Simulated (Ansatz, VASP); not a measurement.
# Cross-check of Tl2Te between VASP and Ansatz, part 2 of 2

Wanted: the spread between two codes on one cell, functional and k mesh. The cell is generated by rule, not measured, and may not be a known phase. The cell is taken from a series of runs on this material, whose earlier steps may have relaxed, scaled, displaced or heated it; both programs get it as it stands.

VASP 6.6.1 and Ansatz 0.2.0.

So far: The structure; VASP: relaxation of cell and atoms, PBEsol.

The structure was built from a prototype and need not be the compound's stable phase.

### Step 3. Ansatz: relaxation of cell and atoms, PBEsol

Level of this step: Ansatz beside VASP: Kohn-Sham DFT, plane waves, PBEsol (Ansatz).

Ansatz runs on its default PAW (the set named soft_2) files.

The same cell, functional, mesh and smearing now go to Ansatz, which takes its cutoff from its data sets.

Contents of input.yaml:

```yaml
crystal:
  lattice:
    - [7.3009906971, 0.0, 0.0]
    - [0.0, 7.3009906971, 0.0]
    - [0.0, 0.0, 7.3009906971]
  atoms:
    - { symbol: Te, position: [0.0, 0.0, 0.0] }
    - { symbol: Te, position: [0.5, 0.5, 0.5] }
    - { symbol: Tl, position: [0.25, 0.25, 0.25] }
    - { symbol: Tl, position: [0.75, 0.75, 0.25] }
    - { symbol: Tl, position: [0.75, 0.25, 0.75] }
    - { symbol: Tl, position: [0.25, 0.75, 0.75] }
kpoints:
  mp_grid: { grid: [4, 4, 4] }
hamiltonian:
  xc: pbesol
scf:
  occupations: { method: gaussian, width: 0.01 }
output:
  forces: true
  stress: true
  eigenvalues: true
relax:
  adjacent_minimum: "off"
  f_tol: 0.005
  max_steps: 80
  cell: { stress_tol: 0.05 }
```

The run is started by

```
$ ansatz run input.yaml --threads 8 --pin off --max-ram 14336MiB --backend cpu --events-out ev --progress --plain --runs-dir out
```

Numbers of over 12 decimals in the logs are rounded to 6 here.

What it wrote:

```text
Engine: ansatz 0.2.0, aarch64-unknown-linux-gnu
Pseudopotentials: kind: paw
Pseudopotential: Te, paw, valence charge 16, recommended cutoff 420 eV (normal), Te.paw.azcp
Pseudopotential: Tl, paw, valence charge 13, recommended cutoff 420 eV (normal), Tl.paw.azcp
Functional definition: PBEsol
  exchange = pbesol_x
  correlation = pbesol_c
Crystal: 6 atoms, lattice volume = 389.175 Å³
Basis set: ecut = 420 eV, 7521 PW (Γ), exchange–correlation on 100×100×100 points (8 copies of the dense FFT grid, shifted against one another)
Bands: 51, of which v1, the nominal top of the filled ones, is band 42 counted from 1 (41 counted from 0)
Symmetry: 48 space group operations
Space group: Pn-3m (ITA 224), of the structure as read, at distance tolerance 7.3e-5 Å
k-points: 10 of 64
Non-local potential: Te, projectors of the file, l = 0: 2, l = 1: 2, l = 2: 2, l = 3: 2
Non-local potential: Tl, projectors of the file, l = 0: 2, l = 1: 2, l = 2: 2, l = 3: 1
PAW form: soft (Blöchl's): semilocal exchange-correlation on the pseudo side does not see the compensation charge
PAW frozen core: Te, regenerated for the run's functional, and the local potential with it (the file was generated under x = pbe(κ = 0.804, μ = 0.219515), c = pbe(β = 0.066725))
PAW frozen core: Tl, regenerated for the run's functional, and the local potential with it (the file was generated under x = pbe(κ = 0.804, μ = 0.219515), c = pbe(β = 0.066725))
PAW one-centre angular grid: Te, 590 points (default); XC on 64 Gauss nodes
PAW one-centre angular grid: Tl, 590 points (default); XC on 64 Gauss nodes
Initial density: superposition of atomic densities (neutral atoms: chi_scale 0, normalization atom), corrected by the library's trained network
Initial wavefunctions: pseudopotential atomic-orbital guess
Functional: x = pbesol(κ = 0.804, μ = 0.123457), c = pbesol(β = 0.046)
SCF iter   1: F=—  HF=-58983.409255 eV  |F-HF|=—  |Δ(HF+E_count)|=         —  Δρ=3.47e-3  dr2=1.33e-1  ethr=1.77e-3  ⟨swp⟩=7.6  Hψ=2036  notcnv=0
preconditioner: auto → Resta (q_TF=auto, 2.113 Å⁻¹)  ε∞=3.0  [insulator: Δε(μ)=0.224 eV  Ē_g=10.738 eV  σ=0.010 eV  W_gap=1.00  n_scr=80 (ndim 8)  ℏωp=15.1 eV  f_vac=0.325  D(μ)=0.00/eV (n_scr^D=0)  ε∞_Penn≈3.0]
SCF iter   2: F=—  HF=-58983.383755 eV  |F-HF|=—  |Δ(HF+E_count)|=   2.55e-2  Δρ=1.20e-3  dr2=9.17e-3  ethr=1.58e-4  ⟨swp⟩=2.7  Hψ=738  notcnv=0  defer=24
SCF iter   3: F=—  HF=-58983.386674 eV  |F-HF|=—  |Δ(HF+E_count)|=   2.92e-3  Δρ=4.70e-4  dr2=2.22e-3  ethr=1.09e-5  ⟨swp⟩=2.1  Hψ=973  notcnv=0  defer=24
SCF iter   4: F=—  HF=-58983.388956 eV  |F-HF|=—  |Δ(HF+E_count)|=   2.28e-3  Δρ=1.67e-4  dr2=2.89e-4  ethr=2.65e-6  ⟨swp⟩=2.0  Hψ=652  notcnv=0  defer=24
SCF iter   5: F=—  HF=-58983.389584 eV  |F-HF|=—  |Δ(HF+E_count)|=   6.28e-4  Δρ=4.30e-5  dr2=1.28e-5  ethr=3.45e-7  ⟨swp⟩=2.0  Hψ=658  notcnv=0  defer=24
SCF iter   6: F=—  HF=-58983.389279 eV  |F-HF|=—  |Δ(HF+E_count)|=   3.05e-4  Δρ=1.62e-5  dr2=1.46e-6  ethr=1.52e-8  ⟨swp⟩=2.0  Hψ=806  notcnv=0  defer=24
SCF iter   7: F=-58983.389283 eV  HF=-58983.389282 eV  |F-HF|=2.72e-7  |Δ(HF+E_count)|=   3.60e-6  Δρ=2.95e-6  dr2=5.25e-8  ethr=1.19e-10  ⟨swp⟩=10.5  Hψ=2681  notcnv=0
SCF 1 converged in 7 iterations: F = -58983.389283 eV  dr2 = 5.25e-8
  greatest PAW one-centre occupation: 0.998 electrons in one spin orbital (limit 2), on the Te atom at site 1 (counted from 0), in its partial waves of l = 2
relax step   1: F+E_penalty+E_count = -58983.38928254 eV  Δ(F+E_penalty+E_count) = +0.000e0 eV  max|allowed force component| = 2.168e-19 eV/Å  Δτ_max = 0.0000 Å  P = -0.011 GPa  Ω = 389.175 Å³  (7 SCF iters, dr2 threshold 1.00e-7 eV, accepted)
Initial density: handed on by an earlier stage of this run
Initial wavefunctions: pseudopotential atomic-orbital guess (no wavefunctions were taken with the density)
iter 1 solved again at ethr=8.78e-8 eV; its pass at ethr=3.10e-3 eV (dr2=7.37e-5 eV) is discarded
SCF iter   1: F=—  HF=-58983.389627 eV  |F-HF|=—  |Δ(HF+E_count)|=         —  Δρ=2.94e-6  dr2=5.26e-8  ethr=8.78e-8  ⟨swp⟩=4.2  Hψ=3782  notcnv=0
preconditioner: auto → Resta (q_TF=auto, 2.113 Å⁻¹)  ε∞=3.0  [insulator: Δε(μ)=0.097 eV  Ē_g=10.749 eV  σ=0.010 eV  W_gap=1.00  n_scr=80 (ndim 8)  ℏωp=15.1 eV  f_vac=0.343  D(μ)=0.00/eV (n_scr^D=0)  ε∞_Penn≈3.0]
SCF iter   2: F=—  HF=-58983.389282 eV  |F-HF|=—  |Δ(HF+E_count)|=   3.45e-4  Δρ=1.88e-6  dr2=2.59e-8  ethr=6.27e-11  ⟨swp⟩=2.3  Hψ=957  notcnv=0
SCF iter   3: F=—  HF=-58983.389283 eV  |F-HF|=—  |Δ(HF+E_count)|=   1.48e-7  Δρ=6.69e-7  dr2=5.94e-9  ethr=3.09e-11  ⟨swp⟩=2.0  Hψ=647  notcnv=0
SCF iter   4: F=—  HF=-58983.389283 eV  |F-HF|=—  |Δ(HF+E_count)|=   6.68e-9  Δρ=2.55e-7  dr2=3.32e-10  ethr=7.08e-12  ⟨swp⟩=2.0  Hψ=627  notcnv=0
SCF iter   5: F=-58983.389283 eV  HF=-58983.389283 eV  |F-HF|=1.46e-10  |Δ(HF+E_count)|=  9.60e-10  Δρ=8.92e-8  dr2=3.70e-11  ethr=1.00e-12  ⟨swp⟩=3.3  Hψ=1915  notcnv=0
SCF 2 converged in 5 iterations: F = -58983.389283 eV  dr2 = 3.70e-11
relax step   2: F+E_penalty+E_count = -58983.38928259 eV  Δ(F+E_penalty+E_count) = -4.658e-8 eV  max|allowed force component| = 2.168e-19 eV/Å  Δτ_max = 0.0000 Å  P = -0.011 GPa  Ω = 389.175 Å³  stress off target by 1.13e-2 GPa  SCF on the basis re-selected at this cell (its energy is not comparable with the rows above)  (5 SCF iters)
basis re-selected at this cell: Δ(F+E_penalty+E_count) = -4.658e-8 eV, ΔP = -0.000 GPa vs the last step (what re-selecting the basis moved, of the pressure what is left beyond the Pulay correction that the steps carried, after the strain that the cell walked since its last selection, with what the two solves' SCF thresholds leave and, on support functions, any second-order correction that the steps lacked; it is no m [...]
SCF converged after 5 iterations
Free energy (F): -58983.389283 eV
Harris-Foulkes:  -58983.389283 eV  (|F-HF|=1.46e-10)
Internal energy: -58983.389283 eV  (E = F + TS)
E sigma→0 (E₀):  -58983.389283 eV
Fermi energy:    2.662125 eV
--- Per-component energies (eV) ---
  E_band       = -1061.045615
  E_kinetic    = 1686.855371
  E_local      = -9987.432600  (includes V_loc(G=0)·N_el)
  E_nonlocal   = 663.448307
  E_hartree    = 4595.707865
  E_xc         = -1158.854315
  E_vxc        = -771.561552  (∫ρ·V_xc dr)
  E_paw        = -49232.162944  (= ΣΔE_a)
  E_vpaw       = -1843.770464  (= ΣTr[D̂ρ^β])
  E_aug_tail   = -0.000239  (compensation charges beyond the density's cutoff)
  E_ewald      = -5551.853418
  E_core_change = 0.902691  (= ΣΔE_core)
  E_smearing   = -0.000000  (= −TS)
  E_closure    = -0.000000  (closes the sum)
  Σ components = -58983.389283   (vs F -58983.389283, Δ=0.00e0)
--- Forces (eV/Å), atoms counted from 1 ---
  atom   1  Te     0.00000000    -0.00000000     0.00000000
  atom   2  Te     0.00000000    -0.00000000     0.00000000
  atom   3  Tl    -0.00000000     0.00000000    -0.00000000
  atom   4  Tl    -0.00000000     0.00000000     0.00000000
  atom   5  Tl    -0.00000000    -0.00000000     0.00000000
  atom   6  Tl    -0.00000000     0.00000000    -0.00000000
  max |Σ_I F_I| component: 4.34e-19 eV/Å
--- Stress (GPa, compression-positive) ---
       -0.011316      -0.000000       0.000000
        0.000000      -0.011316       0.000000
        0.000000       0.000000      -0.011316
  P = ⅓ Tr σ = -0.0113 GPa (-0.113 kbar)
--- Band table (eV; the first three rows and the last of 10) ---
  k-point 0: bands = [... 38 lower, 0.4261, 2.5075, 2.5075, 2.5075, 2.7104, 2.7104, 4.4534, 4.4534, ... 5 higher]
  k-point 1: bands = [... 38 lower, 0.7605, 2.1252, 2.4005, 2.4005, 2.8767, 3.0902, 4.0278, 4.5029, ... 5 higher]
  k-point 2: bands = [... 38 lower, 1.4689, 1.4689, 2.3160, 2.3160, 3.3525, 3.3525, 3.6913, 3.6913, ... 5 higher]
  k-point 9: bands = [... 38 lower, 0.1828, 2.6134, 2.6134, 2.6134, 3.3585, 3.3585, 3.3585, 4.9319, ... 5 higher]
--- Relaxed structure (1 steps of the walk, 1 accepted, 1 SCFs on fresh bases) ---
  F+E_penalty+E_count = -58983.38928259 eV   max|allowed force component| = 2.168e-19 eV/Å   (the final SCF, on the basis selected at the relaxed cell)
  cell:  # Å, volume = 389.1754 Å³
    - [7.3009906971, 0.0, 0.0]
    - [0.0, 7.3009906971, 0.0]
    - [0.0, 0.0, 7.3009906971]
  atoms:
    - { symbol: Te, position: [0.0, 0.0, 0.0] }
    - { symbol: Te, position: [0.5, 0.5, 0.5] }
    - { symbol: Tl, position: [0.25, 0.25, 0.25] }
    - { symbol: Tl, position: [0.750000, 0.750000, 0.25] }
    - { symbol: Tl, position: [0.750000, 0.25, 0.750000] }
    - { symbol: Tl, position: [0.25, 0.750000, 0.750000] }
```

In the SCF lines HF is the Harris–Foulkes energy and dr2 the Hartree energy of the density residual, in eV; the loop may stop once dr2 is under the threshold and the program's other checks hold. Hψ counts applications of the Hamiltonian.

### Step 4. Side by side

Known differences besides the potentials themselves: the data sets hold 84 valence electrons in Ansatz (on its default PAW (the set named soft_2) files) and 64 in VASP; the cutoff is 420 eV in Ansatz and 500 eV in VASP; Ansatz makes its cores anew for this functional, VASP keeps those of its PBE data sets; Ansatz adds a Pulay correction to the stress that steers its cell, VASP none. Total energies have different zeros and are not compared.

The two programs side by side:

```tsv
quantity	Ansatz	VASP	difference
volume (Å³)	389.18	387.90	+0.33 %
edge a after relaxation, in the typed setting (Å)	7.301	7.293	+0.11 %
```

### Step 5. What came out

```
difference in volume (relaxation of cell and atoms, PBEsol) : 0.33 %
```

**Reading.** The difference in volume is 0.33 % (relaxation of cell and atoms, PBEsol), within the 1.2 % picked in this series as the mark of a large difference, as far as the stopping tolerances let one tell. The data sets hold unlike numbers of valence electrons (84 in Ansatz and 64 in VASP), so part of the differences may come from the potentials. Such differences can come from data sets, numerical settings and the points named under the comparisons, not from the functional's error against experiment.

[Lines on the potential files, build, host, timing and source positions are cut from VASP's logs without a mark.]

[Logs are printed without paths, hosts, clocks, repeated set-up lines and the standing remarks that a program may print on its own settings, such as how far it seeks lower states.]

[Hosts, paths, dates, database ids (printed as entryN), source tags and the programs' standing remarks are cut or masked in the printed files.]
